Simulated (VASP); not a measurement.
An input for Quantum ESPRESSO's pw.x (written as the equivalent of a VASP run, and not itself run):

```
&CONTROL
  calculation = 'scf'
  pseudo_dir = './pseudo'
  outdir = './out'
  tprnfor = .true.
  tstress = .true.
/
&SYSTEM
  ibrav = 0
  nat = 3
  ntyp = 1
  ecutwfc = 82.3
  occupations = 'smearing'
  smearing = 'gaussian'
  degauss = 0.00735
  input_dft = 'pbe'
/
&ELECTRONS
  conv_thr = 7.3e-08
  electron_maxstep = 100
/
ATOMIC_SPECIES
  Te 127.600 Te.upf
CELL_PARAMETERS angstrom
     4.6013500    0.0000000    0.0000000
    -2.3006750    3.9848860    0.0000000
     0.0000000    0.0000000    5.9000600
ATOMIC_POSITIONS crystal
  Te   0.2471170 -0.0075260  0.3318140
  Te   0.0026940  0.2535320  0.6624530
  Te   0.7501890  0.7539940  0.0057330
K_POINTS automatic
  3 3 2 0 0 0
```

Task: Write the VASP files for the same calculation (PBE).

Result: One answer among several that fit: 
File KPOINTS:
```
Automatic mesh
0
Gamma
3 3 2
0 0 0
```

INCAR:
```
SYSTEM = Te
PREC = Accurate
ENCUT = 300
EDIFF = 1E-6
NELM = 100
ALGO = Normal
LREAL = .FALSE.
LASPH = .TRUE.
ISMEAR = 0
SIGMA = 0.1
GGA = PE
LMAXMIX = 4
LWAVE = .FALSE.
LCHARG = .FALSE.
ISIF = 2
```

**POSCAR**
```
Te
1
    4.6013500000     0.0000000000     0.0000000000
   -2.3006750000     3.9848860000     0.0000000000
    0.0000000000     0.0000000000     5.9000600000
Te
3
Direct
  0.2471170000  -0.0075260000   0.3318140000
  0.0026940000   0.2535320000   0.6624530000
  0.7501890000   0.7539940000   0.0057330000
```

POTCAR, in this order: Te (PBE.64 set). Program: vasp_std.

What does not carry over: the potentials are each code's own (VASP's PAW set, PseudoDojo norm-conserving files in pw.x), so ENCUT and ecutwfc are chosen apart and not converted; conv_thr bounds pw.x's estimated SCF error, while EDIFF bounds the energy change between steps.

The structure comes from a computed database's Te entry; how it stands against other phases isn't given here. The cell was not relaxed at this level, atoms are displaced from their ideal sites. The k-mesh is coarse (spacing up to 0.53 per Å, 2π included), so the numbers may not be converged in it. The run is one of a series of settings (KPOINTS 3×3×2 Γ-centred mesh against the base run), some of them coarse on purpose.
